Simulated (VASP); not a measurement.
Level of theory: MS2 meta-GGA, VASP's PBE PAW potentials (set 64) (plane waves; VASP).

VASP input:

INCAR:
```
SYSTEM = Fe
PREC = Accurate
ENCUT = 520
EDIFF = 1E-7
NELM = 100
ALGO = Normal
LREAL = .FALSE.
LASPH = .TRUE.
ISMEAR = 1
SIGMA = 0.1
METAGGA = MS2
LMIXTAU = .TRUE.
LMAXMIX = 4
ISPIN = 2
MAGMOM = 2.0
LORBIT = 10
LWAVE = .FALSE.
LCHARG = .FALSE.
ISIF = 2
```

POSCAR:
```
Fe
1
   -1.4218269587     1.4218269587     1.4218269587
    1.4218269587    -1.4218269587     1.4218269587
    1.4218269587     1.4218269587    -1.4218269587
Fe
1
Direct
  0.0000000000   0.0000000000   0.0000000000
```

KPOINTS:
```
Automatic
0
Gamma
18 18 18
0 0 0
```

POTCAR, in this order: Fe (PBE.64 set). Program: vasp_std.

What VASP printed:

### OSZICAR
```
       N       E                     dE             d eps       ncg     rms          rms(c)
DAV:   1     0.105844875120E+02    0.10584E+02   -0.44814E+03  7292   0.116E+03
DAV:   2    -0.166224060067E+02   -0.27207E+02   -0.25447E+02  7093   0.137E+02
DAV:   3    -0.170348210200E+02   -0.41242E+00   -0.41081E+00  7875   0.244E+01
DAV:   4    -0.170373652999E+02   -0.25443E-02   -0.25441E-02  7691   0.170E+00
DAV:   5    -0.170373947975E+02   -0.29498E-04   -0.29496E-04  7613   0.171E-01    0.208E+01
DAV:   6    -0.124546978805E+02    0.45827E+01   -0.61855E+01  7434   0.146E+02    0.121E+01
DAV:   7    -0.115927612666E+02    0.86194E+00   -0.50703E+00  7849   0.359E+01    0.580E+00
DAV:   8    -0.115855111049E+02    0.72502E-02   -0.12310E-01  8521   0.526E+00    0.142E+00
DAV:   9    -0.115809818670E+02    0.45292E-02   -0.84540E-03  7307   0.164E+00    0.125E+00
DAV:  10    -0.115794890000E+02    0.14929E-02   -0.15301E-02  8285   0.150E+00    0.565E-01
DAV:  11    -0.115779184828E+02    0.15705E-02   -0.24088E-03  8265   0.695E-01    0.198E-01
DAV:  12    -0.115780742363E+02   -0.15575E-03   -0.80984E-04  8193   0.441E-01    0.760E-02
DAV:  13    -0.115781038300E+02   -0.29594E-04   -0.16902E-04  8661   0.240E-01    0.253E-02
DAV:  14    -0.115781083489E+02   -0.45190E-05   -0.60795E-06  7767   0.383E-02    0.146E-02
DAV:  15    -0.115781188032E+02   -0.10454E-04   -0.51545E-06  8237   0.382E-02    0.921E-03
DAV:  16    -0.115781123215E+02    0.64818E-05   -0.47654E-06  7419   0.364E-02    0.261E-03
DAV:  17    -0.115781132725E+02   -0.95102E-06   -0.32327E-07  5163   0.943E-03    0.960E-04
DAV:  18    -0.115781133627E+02   -0.90180E-07   -0.85341E-09  3542   0.155E-03
   1 F= -.11578113E+02 E0= -.11578022E+02  d E =-.274912E-03  mag=     2.1217
```

**OUTCAR**
```
------------------------ aborting loop because EDIFF is reached ----------------------------------------
  FORCE on cell =-STRESS in cart. coord.  units (eV):
  Direction    XX          YY          ZZ          XY          YZ          ZX
  --------------------------------------------------------------------------------------
  Total       -0.8104806     -0.8104806     -0.8104806     -0.0000000      0.0000000      0.0000000
  in kB     -112.9413554   -112.9413554   -112.9413554     -0.0000000      0.0000000      0.0000000
  external PRESSURE =    -112.9413554 kB  Pullay stress =       0.0000000 kB
  volume of cell :       11.50
      direct lattice vectors                 reciprocal lattice vectors
    -1.421826959  1.421826959  1.421826959     0.000000000  0.351660233  0.351660233
     1.421826959 -1.421826959  1.421826959     0.351660233  0.000000000  0.351660233
     1.421826959  1.421826959 -1.421826959     0.351660233  0.351660233  0.000000000
 POSITION                                       TOTAL-FORCE (eV/Angst)
 -----------------------------------------------------------------------------------
      0.00000      0.00000      0.00000         0.000000      0.000000     -0.000000
 -----------------------------------------------------------------------------------
    total drift:                                0.000000      0.000000      0.000000
  FREE ENERGIE OF THE ION-ELECTRON SYSTEM (eV)
  ---------------------------------------------------
  free  energy   TOTEN  =       -11.5781133627 eV

  energy  without entropy=      -11.5778384502  energy(sigma->0) =      -11.57802173

 total charge

# of ion       s       p       d       tot
------------------------------------------
    1        0.500   0.566   6.192   7.258

 magnetization (x)

# of ion       s       p       d       tot
------------------------------------------
    1       -0.003  -0.062   2.196   2.132
```
(Selected blocks of OUTCAR.)

File OUTCAR:
```
 val. band max:        5.6171033751   @ k =   0.1667   0.0000   0.0000

 cond. band min:       5.6201701764   @ k =  -0.4444   0.5000   0.3889


 Fermi energy:         5.6183065714

 spin component 1

 k-point     1 :       0.0000    0.0000    0.0000
  band No.  band energies     occupation
      1      -3.0284      1.00000
      2       3.4007      1.00000
      3       3.4007      1.00000
      4       3.4011      1.00000
      5       3.9813      1.00000
      6       3.9813      1.00000
      7      30.7199      0.00000
      8      30.7199      0.00000
      9      30.7202      0.00000

 k-point     2 :       0.0556    0.0000    0.0000
  band No.  band energies     occupation
      1      -2.9004      1.00000
      2       3.3653      1.00000
      3       3.3965      1.00000
      4       3.4700      1.00000
      5       3.9496      1.00000
      6       3.9841      1.00000
      7      29.7882      0.00000
      8      30.5077      0.00000
      9      30.6087      0.00000

 k-point     3 :       0.1111    0.0000    0.0000
  band No.  band energies     occupation
      1      -2.5239      1.00000
      2       3.2641      1.00000
      3       3.3539      1.00000
      4       3.6720      1.00000
      5       3.8963      1.00000
      6       3.9930      1.00000
      7      27.7243      0.00000
      8      29.7872      0.00000
      9      30.3335      0.00000

 k-point     4 :       0.1667    0.0000    0.0000
  band No.  band energies     occupation
      1      -1.9250      1.00000
      2       3.1116      1.00000
      3       3.2248      1.00000
      4       3.9081      1.00000
      5       3.9913      1.00000
      6       4.0092      1.00000
      7      25.2305      0.00000
      8      28.6540      0.00000
      9      30.0014      0.00000

 k-point     5 :       0.2222    0.0000    0.0000
  band No.  band energies     occupation
      1      -1.1625      1.00000
...
```

The compound is Fe in the bcc structure. This cell is one point of a volume scan, at 1.06 of the reference volume.
